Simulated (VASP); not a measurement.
Consider the following.

```
CELL_PARAMETERS angstrom
      0.00000     3.30804     3.30804
      3.30804     0.00000     3.30804
      3.30804     3.30804     0.00000
ATOMIC_POSITIONS crystal
  K  0.00000 0.00000 0.00000
  Br 0.50000 0.50000 0.50000
```

Level of theory: PBE GGA with D4 dispersion, VASP's PBE PAW potentials (set 64) (plane waves; VASP). Settings: 520 eV cut-off, 8×8×8 Γ-centred mesh, tetrahedra with Blöchl corrections, potentials K_sv Br.

Q: Predict the energy per atom (σ→0), band gap (on the k-mesh) with the smallest direct gap where there is one.

A: 
| Property | Result |
|---|---|
| band gap (on the k-mesh) | 4.41 eV |
| smallest direct gap (on the k-mesh) | 4.41 eV |
| energy per atom (σ→0) | -3.229 eV/atom |

The absolute energy has meaning only against runs of the same code, potentials and settings.

The compound is KBr in the rock salt structure. It was relaxed first.
